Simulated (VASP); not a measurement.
Output of a VASP run:

### OSZICAR
```
       N       E                     dE             d eps       ncg     rms          rms(c)
DAV:   1     0.331328847595E+02    0.33133E+02   -0.60247E+03  2840   0.907E+02
DAV:   2    -0.238006051774E+01   -0.35513E+02   -0.35066E+02  2526   0.184E+02
DAV:   3    -0.266427914605E+01   -0.28422E+00   -0.28381E+00  2808   0.161E+01
DAV:   4    -0.266557263356E+01   -0.12935E-02   -0.12925E-02  2650   0.126E+00
DAV:   5    -0.266558765516E+01   -0.15022E-04   -0.15015E-04  2696   0.130E-01    0.221E+00
DAV:   6    -0.263304615574E+01    0.32541E-01   -0.63013E-02  2554   0.259E+00    0.155E+00
DAV:   7    -0.262738012137E+01    0.56660E-02   -0.18420E-02  2552   0.137E+00    0.688E-01
DAV:   8    -0.262695913517E+01    0.42099E-03   -0.44219E-04  2614   0.243E-01    0.348E-02
DAV:   9    -0.262696051432E+01   -0.13791E-05   -0.24405E-06  2730   0.199E-02    0.598E-03
DAV:  10    -0.262696181927E+01   -0.13049E-05   -0.94293E-07  2674   0.120E-02    0.642E-04
DAV:  11    -0.262696182913E+01   -0.98635E-08   -0.11031E-08  1400   0.917E-04
   1 F= -.26269618E+01 E0= -.26269618E+01  d E =0.000000E+00
```

File OUTCAR:
```
------------------------ aborting loop because EDIFF is reached ----------------------------------------
  FORCE on cell =-STRESS in cart. coord.  units (eV):
  Direction    XX          YY          ZZ          XY          YZ          ZX
  --------------------------------------------------------------------------------------
  Total        0.0155075      0.0155075      0.0155075      0.0000000      0.0000000      0.0000000
  in kB        0.8730627      0.8730627      0.8730627      0.0000000      0.0000000      0.0000000
  external PRESSURE =       0.8730627 kB  Pullay stress =       0.0000000 kB
  volume of cell :       28.46
      direct lattice vectors                 reciprocal lattice vectors
    -1.923309206  1.923309206  1.923309206     0.000000000  0.259968599  0.259968599
     1.923309206 -1.923309206  1.923309206     0.259968599  0.000000000  0.259968599
     1.923309206  1.923309206 -1.923309206     0.259968599  0.259968599  0.000000000
 POSITION                                       TOTAL-FORCE (eV/Angst)
 -----------------------------------------------------------------------------------
      0.00000      0.00000      0.00000         0.000000      0.000000     -0.000000
 -----------------------------------------------------------------------------------
    total drift:                                0.000000      0.000000      0.000000
  FREE ENERGIE OF THE ION-ELECTRON SYSTEM (eV)
  ---------------------------------------------------
  free  energy   TOTEN  =        -2.6269618291 eV

  energy  without entropy=       -2.6269618291  energy(sigma->0) =       -2.62696183

 total charge

# of ion       s       p       d       tot
------------------------------------------
    1        1.175   0.395   9.636  11.206
```
(Selected blocks of OUTCAR.)

File POSCAR:
```
Tl
1
   -1.9233092061     1.9233092061     1.9233092061
    1.9233092061    -1.9233092061     1.9233092061
    1.9233092061     1.9233092061    -1.9233092061
Tl
1
Direct
  0.0000000000   0.0000000000   0.0000000000
```

**Question.** Write an INCAR and KPOINTS that could have produced this output.

**Answer.** One answer among several that fit: the input of the run itself, PBEsol GGA, plane waves, VASP's PBE PAW potentials (set 64).

**INCAR**
```
SYSTEM = Tl
PREC = Accurate
ENCUT = 400
EDIFF = 1E-7
NELM = 100
ALGO = Normal
LREAL = .FALSE.
LASPH = .TRUE.
ISMEAR = -5
GGA = PS
LMAXMIX = 4
LWAVE = .FALSE.
LCHARG = .TRUE.
LORBIT = 11
NEDOS = 601
ISIF = 2
```

KPOINTS:
```
Automatic mesh
0
Gamma
15 15 15
0 0 0
```

POTCAR, in this order: Tl_d (PBE.64 set). Program: vasp_std.

For a metal the tetrahedron method with Blöchl corrections gives inexact stress and forces.

The structure was generated: Tl was put into the bcc type (Im-3m), which need not be its known phase. It was relaxed first.
